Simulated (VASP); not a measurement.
# MnIn11As12 (a cell with a defect) in VASP: a series of runs

One crystal, MnIn11As12 (a cell with a defect), is run at these levels: PBEsol+U; tasks: relaxation of the atoms, single point.

Program: VASP 6.6.1. These are calculated values, not measurements. Logs are shortened: lines on timing, memory, paths and dates and some standing lists are left out, and cuts for length are marked.

## (1) The crystal as given

The cell holds a defect, 24 atoms: a = 12.851 Å, b = 8.567 Å, c = 8.567 Å, α = 60.00°, β = 60.00°, γ = 60.00°.

## (2) Relaxation of the atoms, PBEsol+U, collinear spin, ferromagnetic start (atoms moved at random, drawn with an rms of 0.05 Å)

Contents of INCAR:

```
  PREC = Accurate
  ENCUT = 350
  EDIFF = 1E-5
  ISMEAR = 0
  SIGMA = 0.03
  LREAL = Auto
  LASPH = T
  NELM = 120
  ALGO = Normal
  ISIF = 2
  LWAVE = F
  LCHARG = F
  ISPIN = 2
  MAGMOM = 4 0 0 0 0 0 0 0 0 0 0 0 0 0 0 0 0 0 0 0 0 0 0 0
  LORBIT = 11
  NUPDOWN = 4
  LMAXMIX = 4
  LDAU = T
  LDAUTYPE = 2
  LDAUL = 2 -1 -1
  LDAUU = 3.5 0 0
  LDAUJ = 0 0 0
  LDAUPRINT = 1
  GGA = PS
  IBRION = 2
  NSW = 60
  EDIFFG = -0.03
  ISYM = 0
```

Contents of KPOINTS:

```
Automatic mesh
0
Gamma
  2 2 2
```

Contents of POSCAR:

```
MnIn11As12
1.0
    0.0000000000      9.0870000000      9.0870000000
    6.0580000000      0.0000000000      6.0580000000
    6.0580000000      6.0580000000      0.0000000000
Mn In As
1 11 12
Direct
    0.0022370000      0.0011960000     -0.0021620000
   -0.0024800000     -0.0004530000      0.4978930000
    0.0032460000      0.4968840000     -0.0005270000
    0.0002790000      0.5011660000      0.4973710000
    0.3382170000     -0.0054790000     -0.0045120000
    0.3369470000     -0.0032320000      0.4938250000
    0.3367370000      0.5034000000     -0.0053470000
    0.3336680000      0.4941040000      0.5040250000
    0.6661090000      0.0090940000     -0.0008890000
    0.6627030000      0.0026370000      0.5033540000
    0.6677320000      0.4998800000      0.0007970000
    0.6642920000      0.4990720000      0.5019660000
    0.0823640000      0.1204730000      0.1314070000
    0.0859360000      0.1259860000      0.6264810000
    0.0882370000      0.6261660000      0.1213070000
    0.0802790000      0.6290120000      0.6227900000
    0.4121850000      0.1300080000      0.1217720000
    0.4163560000      0.1308380000      0.6246950000
    0.4165870000      0.6225850000      0.1281020000
    0.4225340000      0.6185240000      0.6213400000
    0.7499060000      0.1212360000      0.1325600000
    0.7563130000      0.1194990000      0.6254490000
    0.7497650000      0.6226370000      0.1269980000
    0.7507350000      0.6305650000      0.6217130000
```

Potentials or basis: VASP PAW PBE potentials, release 64 (Mn_pv, In_d, As).

Run with:

```sh
$ cat potpaw_PBE.64/Mn_pv/POTCAR potpaw_PBE.64/In_d/POTCAR potpaw_PBE.64/As/POTCAR > POTCAR
$ mpirun -np 1 vasp_std > vasp.out
```

OUTCAR:

```text
PREC = Accurate
   ENCUT = 350
   EDIFF = 1E-5
   ISMEAR = 0
   LREAL = Auto
   LASPH = T
   NELM = 120
   ISIF = 2
   ISPIN = 2
   LORBIT = 11
   NUPDOWN = 4
   GGA = PS
   IBRION = 2
   NSW = 60
   EDIFFG = -0.03
   ISYM = 0

 ion  position               nearest neighbor table
   1  0.002  0.001  0.998-  14 2.60  13 2.61  15 2.62  21 2.65
   2  0.998  1.000  0.498-  22 2.53  13 2.56  16 2.59  14 2.71
   3  0.003  0.497  0.999-  13 2.63  16 2.64  15 2.65  23 2.66
   4  0.000  0.501  0.497-  16 2.61  24 2.62  14 2.63  15 2.63
   5  0.338  0.995  0.995-  18 2.60  19 2.60  17 2.61  13 2.69
   6  0.337  0.997  0.494-  17 2.60  14 2.64  20 2.65  18 2.69
[... 16 lines left out ...]
  23  0.750  0.623  0.127-  11 2.60  12 2.62   3 2.66   9 2.70
  24  0.751  0.631  0.622-  10 2.60   4 2.62  11 2.65  12 2.67

IMPORTANT INFORMATION: All symmetrisations will be switched off!
NOSYMM: (Re-)initialisation of all symmetry stuff for point group C_1.

----------------------------------------------------------------------------------------

                                     Primitive cell

  volume of cell :     666.9742

  direct lattice vectors                    reciprocal lattice vectors
     0.000000000  9.087000000  9.087000000    -0.055023660  0.055023660  0.055023660
     6.058000000  0.000000000  6.058000000     0.082535490 -0.082535490  0.082535490
     6.058000000  6.058000000  0.000000000     0.082535490  0.082535490 -0.082535490

  length of vectors
    12.850958641  8.567305761  8.567305761     0.095303775  0.142955663  0.142955663

  position of ions in fractional coordinates (direct lattice)
     0.002237000  0.001196000  0.997838000
     0.997520000  0.999547000  0.497893000
     0.003246000  0.496884000  0.999473000
     0.000279000  0.501166000  0.497371000
     0.338217000  0.994521000  0.995488000
     0.336947000  0.996768000  0.493825000
[... 16 lines left out ...]
     0.749765000  0.622637000  0.126998000
     0.750735000  0.630565000  0.621713000

  ion indices of the primitive-cell ions
   primitive index   ion index
                 1           1
                 2           2
                 3           3
                 4           4
                 5           5
                 6           6
[... 16 lines left out ...]
                23          23
                24          24

----------------------------------------------------------------------------------------

 KPOINTS: Automatic mesh

Automatic generation of k-mesh.
 Grid dimensions read from file:
 generate k-points for:    2    2    2

 Generating k-lattice:

  Cartesian coordinates                     Fractional coordinates (reciprocal lattice)
    -0.027511830  0.027511830  0.027511830     0.500000000  0.000000000  0.000000000
     0.041267745 -0.041267745  0.041267745     0.000000000  0.500000000  0.000000000
     0.041267745  0.041267745 -0.041267745     0.000000000  0.000000000  0.500000000

  Length of vectors
     0.047651888  0.071477831  0.071477831

  Shift w.r.t. Gamma in fractional coordinates (k-lattice)
     0.000000000  0.000000000  0.000000000

 Subroutine IBZKPT returns following result:
 ===========================================

 Found      8 irreducible k-points:

 Following reciprocal coordinates:
            Coordinates               Weight
  0.000000  0.000000  0.000000      1.000000
  0.500000  0.000000  0.000000      1.000000
  0.000000  0.500000  0.000000      1.000000
  0.000000  0.000000  0.500000      1.000000
  0.500000  0.000000  0.500000      1.000000
  0.500000  0.500000  0.000000      1.000000
  0.000000  0.500000  0.500000      1.000000
  0.500000  0.500000  0.500000      1.000000
   k-points           NKPTS =      8   k-points in BZ     NKDIM =      8   number of bands    NBANDS=    131
   number of dos      NEDOS =    301   number of ions     NIONS =     24
   total plane-waves  NPLWV = 233280
[... 69 lines left out ...]

  energy without entropy =     -104.60962604  energy(sigma->0) =     -104.61191601

------------------------ aborting loop because EDIFF is reached ----------------------------------------

  FORCE on cell =-STRESS in cart. coord.  units (eV):
  Direction    XX          YY          ZZ          XY          YZ          ZX
  --------------------------------------------------------------------------------------
  -------------------------------------------------------------------------------------
  Total        2.1078759      1.4498453      1.9477854      0.4011347     -1.4196114     -0.5885774
  in kB        5.0634504      3.4827572      4.6788879      0.9635888     -3.4101305     -1.4138558
  external PRESSURE =       4.4083651 kB  Pullay stress =       0.0000000 kB
[... 155 lines left out ...]
  FREE ENERGIE OF THE ION-ELECTRON SYSTEM (eV)
  ---------------------------------------------------
  free  energy   TOTEN  =      -104.8870447907 eV

  energy  without entropy=     -104.8819800654  energy(sigma->0) =     -104.88451243

[... ionic steps 4 to 10 ...]

--------------------------------------- Ionic step       11  -------------------------------------------

 number of electron     215.9999987 magnetization       3.9999992

------------------------ aborting loop because EDIFF is reached ----------------------------------------
[... 105 lines left out ...]
  FREE ENERGIE OF THE ION-ELECTRON SYSTEM (eV)
  ---------------------------------------------------
  free  energy   TOTEN  =      -104.9432272445 eV

  energy  without entropy=     -104.9371261571  energy(sigma->0) =     -104.94017670

atom =   1  type =  1  l = 2

 onsite density matrix

spin component  1

  0.9068 -0.0055 -0.0007  0.0042 -0.0000
 -0.0055  0.9093 -0.0000 -0.0052  0.0002
 -0.0007 -0.0000  0.9212  0.0005  0.0000
  0.0042 -0.0052  0.0005  0.9065  0.0006
 -0.0000  0.0002  0.0000  0.0006  0.9211

spin component  2

  0.0927  0.0001 -0.0003 -0.0000 -0.0004
  0.0001  0.0907 -0.0001 -0.0003  0.0003
 -0.0003 -0.0001  0.0207 -0.0006 -0.0000
 -0.0000 -0.0003 -0.0006  0.0932 -0.0004
 -0.0004  0.0003 -0.0000 -0.0004  0.0207

 occupancies and eigenvectors

  o =  0.0207  v =  0.0000  0.0000  0.0000  0.0000  0.0000 -0.0070  0.0034 -0.5698 -0.0094 -0.8217      0.0000  0.0000  0.0000  0.0000  0.0000  0.0000  0.0000  0.0000  0.0000  0.0000
  o =  0.0207  v =  0.0000  0.0000  0.0000  0.0000  0.0000  0.0000 -0.0034 -0.8218 -0.0042  0.5698      0.0000  0.0000  0.0000  0.0000  0.0000  0.0000  0.0000  0.0000  0.0000  0.0000
  o =  0.0906  v =  0.0000  0.0000  0.0000  0.0000  0.0000 -0.0580  0.9896 -0.0018  0.1315  0.0043      0.0000  0.0000  0.0000  0.0000  0.0000  0.0000  0.0000  0.0000  0.0000  0.0000
  o =  0.0927  v =  0.0000  0.0000  0.0000  0.0000  0.0000  0.9953  0.0472 -0.0047  0.0842 -0.0060      0.0000  0.0000  0.0000  0.0000  0.0000  0.0000  0.0000  0.0000  0.0000  0.0000
  o =  0.0933  v =  0.0000  0.0000  0.0000  0.0000  0.0000  0.0772  0.1358  0.0083 -0.9877  0.0055      0.0000  0.0000  0.0000  0.0000  0.0000  0.0000  0.0000  0.0000  0.0000  0.0000
  o =  0.9024  v =  0.8414  0.3783  0.0407 -0.3837  0.0077  0.0000  0.0000  0.0000  0.0000  0.0000      0.0000  0.0000  0.0000  0.0000  0.0000  0.0000  0.0000  0.0000  0.0000  0.0000
  o =  0.9025  v = -0.0650 -0.6365  0.0169 -0.7677  0.0316  0.0000  0.0000  0.0000  0.0000  0.0000      0.0000  0.0000  0.0000  0.0000  0.0000  0.0000  0.0000  0.0000  0.0000  0.0000
  o =  0.9177  v = -0.5346  0.6721 -0.0188 -0.5111  0.0318  0.0000  0.0000  0.0000  0.0000  0.0000      0.0000  0.0000  0.0000  0.0000  0.0000  0.0000  0.0000  0.0000  0.0000  0.0000
  o =  0.9211  v = -0.0245  0.0063  0.2872 -0.0362 -0.9569  0.0000  0.0000  0.0000  0.0000  0.0000      0.0000  0.0000  0.0000  0.0000  0.0000  0.0000  0.0000  0.0000  0.0000  0.0000
  o =  0.9212  v =  0.0378 -0.0064 -0.9567 -0.0307 -0.2869  0.0000  0.0000  0.0000  0.0000  0.0000      0.0000  0.0000  0.0000  0.0000  0.0000  0.0000  0.0000  0.0000  0.0000  0.0000

--------------------------------------- Ionic step       13  -------------------------------------------

 number of electron     215.9999985 magnetization       3.9999992

 Free energy of the ion-electron system (eV)
  ---------------------------------------------------
  ext. energy  EPLUGINS =         0.00000000
  ---------------------------------------------------
  free energy    TOTEN  =      -104.94424722 eV

  energy without entropy =     -104.93815352  energy(sigma->0) =     -104.94120037

 E-fermi :   4.0421     XC(G=0):  -9.2213

 val. band max:        4.0306302594   @ k =   0.0000   0.0000   0.0000
 cond. band min:       3.9514963562   @ k =   0.0000   0.0000   0.5000
 fundamental gap:     -0.0791339031
 Fermi energy:         3.9316177958

 spin component 1

 k-point     1 :       0.0000    0.0000    0.0000
  band No.  band energies     occupation
      1     -46.2419      1.00000
      2     -46.2399      1.00000
      3     -46.2215      1.00000
      4     -10.3403      1.00000
      5     -10.3272      1.00000
      6     -10.3247      1.00000
[... 973 lines left out ...]
    119       6.7886      0.00000
    120       6.8155      0.00000
 Fermi energy:         4.0420999061

 spin component 2

 k-point     1 :       0.0000    0.0000    0.0000
  band No.  band energies     occupation
      1     -41.7066      1.00000
      2     -41.7016      1.00000
      3     -41.6705      1.00000
      4     -10.3432      1.00000
      5     -10.3294      1.00000
      6     -10.3273      1.00000
[... 973 lines left out ...]
    119       7.2099      0.00000
    120       7.3555      0.00000
 [bands above 120 left out]

------------------------ aborting loop because EDIFF is reached ----------------------------------------

  FORCE on cell =-STRESS in cart. coord.  units (eV):
  Direction    XX          YY          ZZ          XY          YZ          ZX
  --------------------------------------------------------------------------------------
  -------------------------------------------------------------------------------------
  Total        0.5264096      0.3082786      0.3443261      0.2286945     -0.3931022      0.0872562
  in kB        1.2645189      0.7405339      0.8271255      0.5493604     -0.9442935      0.2096030
  external PRESSURE =       0.9440594 kB  Pullay stress =       0.0000000 kB
[... 39 lines left out ...]
  FREE ENERGIE OF THE ION-ELECTRON SYSTEM (eV)
  ---------------------------------------------------
  free  energy   TOTEN  =      -104.9442472173 eV

  energy  without entropy=     -104.9381535197  energy(sigma->0) =     -104.94120037

 reached required accuracy - stopping structural energy minimisation

 total charge

# of ion       s       p       d       tot
------------------------------------------
    1        0.305   6.223   4.865  11.393
    2        0.845   0.723   9.883  11.452
    3        0.845   0.722   9.883  11.450
    4        0.845   0.721   9.883  11.449
    5        0.844   0.728   9.884  11.457
    6        0.843   0.730   9.885  11.458
[... 16 lines left out ...]
   23        1.220   1.558   0.021   2.799
   24        1.220   1.560   0.021   2.801
--------------------------------------------------
tot         24.244  32.904 113.849 170.998

 magnetization (x)

# of ion       s       p       d       tot
------------------------------------------
    1        0.041   0.047   4.238   4.325
    2        0.004   0.001  -0.003   0.002
    3        0.004   0.001  -0.003   0.002
    4        0.004  -0.001  -0.003  -0.000
    5        0.003   0.003  -0.002   0.004
    6        0.002   0.003  -0.002   0.002
[... 16 lines left out ...]
   23       -0.002  -0.012  -0.000  -0.015
   24       -0.003  -0.011  -0.000  -0.013
--------------------------------------------------
tot          0.035  -0.344   4.228   3.919
```

Run time: 1.9 h. Hardware: 1 thread of AMD EPYC 9R45 (Zen 5), shared host; peak memory 0.99 GiB.

Results:

| Property | Result |
| --- | --- |
| Free energy | -104.9442 eV |
| Energy gained by relaxing | 13.8 meV/atom |
| Ionic steps | 13 |
| Pressure after relaxing | 0.1 GPa |
| Largest force after relaxing | 0.027 eV/Å |
| Net moment | 4.00 μB per cell |
| Site moments | Mn +4.33; In +0.00, -0.00, -0.01; As -0.08, -0.02, -0.01, -0.05 μB |
| Valence electrons inside the program's atomic spheres | Mn 11.39; In 11.45, 11.46; As 2.80, 2.81 |

Forces in eV/Å, atoms in the order of the input:
```
Mn   0.003  0.004 -0.001
In  -0.009 -0.008 -0.009
In   0.006 -0.011 -0.008
In   0.008  0.005 -0.001
In   0.005  0.011  0.017
In   0.003  0.003  0.005
In  -0.012  0.014 -0.010
In  -0.011  0.009  0.010
In   0.004  0.007 -0.006
In  -0.010 -0.013 -0.005
In   0.011  0.004 -0.008
In   0.001 -0.011  0.001
As  -0.005  0.000  0.011
As  -0.001  0.006  0.001
As   0.006 -0.003 -0.008
As  -0.007  0.016  0.021
As  -0.005  0.013 -0.006
As   0.003  0.006  0.001
As   0.004 -0.017  0.009
As   0.017 -0.008 -0.003
As  -0.017 -0.019  0.006
As   0.008 -0.011  0.004
As  -0.003 -0.001 -0.013
As   0.000  0.003 -0.007
```

Step by step:
```tsv
step	energy change (eV)	largest force (eV/Å)	pressure (GPa)
1	0.0000	0.8382	0.44
2	-0.2278	0.4962	0.24
3	-0.2728	0.3393	0.18
4	-0.3058	0.1888	0.13
5	-0.3199	0.1333	0.08
6	-0.3255	0.0485	0.07
7	-0.3264	0.0545	0.07
8	-0.3265	0.0609	0.07
9	-0.3281	0.0372	0.08
10	-0.3288	0.0345	0.08
11	-0.3288	0.0567	0.10
12	-0.3290	0.0461	0.08
13	-0.3300	0.0269	0.09
```

Final structure:
```
Mn In As
1.0
     0.00000    9.08700    9.08700
     6.05800    0.00000    6.05800
     6.05800    6.05800    0.00000
Mn In As
1 11 12
Direct
  0.00074 0.00051 0.99892
  0.00225 0.00195 0.49831
  0.00272 0.49724 0.00199
  0.00189 0.49827 0.49602
  0.33108 0.99954 0.00088
  0.33136 0.00110 0.49832
  0.33158 0.50238 0.99939
  0.33234 0.49951 0.50098
  0.66805 0.00235 0.00269
  0.66701 0.00217 0.49766
  0.66882 0.49545 0.00134
  0.66858 0.49900 0.49949
  0.08115 0.12072 0.12194
  0.08188 0.12146 0.63582
  0.08220 0.63738 0.11930
  0.08244 0.62525 0.62532
  0.41755 0.12572 0.12222
  0.41682 0.12366 0.62469
  0.41831 0.62337 0.12501
  0.41823 0.62457 0.62314
  0.76063 0.11996 0.12238
  0.75174 0.12338 0.62619
  0.75204 0.62550 0.12372
  0.75149 0.62534 0.62469
```

Eigenvalues of the final occupation matrices:
```
    site  spin  trace               eigenvalues
site 1 d     1   4.56  0.90 0.90 0.92 0.92 0.92
site 1 d     2   0.32  0.02 0.02 0.09 0.09 0.09
```

Caveat: the k mesh is coarse (spacing up to 0.45 Å⁻¹), so the values aren't converged; the PAW data sets were made with another functional, which shifts forces and pressure a little; the total moment is fixed, so each spin has its own Fermi level; only a ferromagnetic start was run, and an antiferromagnetic order may lie lower in energy; the U is typed as a test and isn't derived for this compound.

(Part 1 of 3 ends here.)
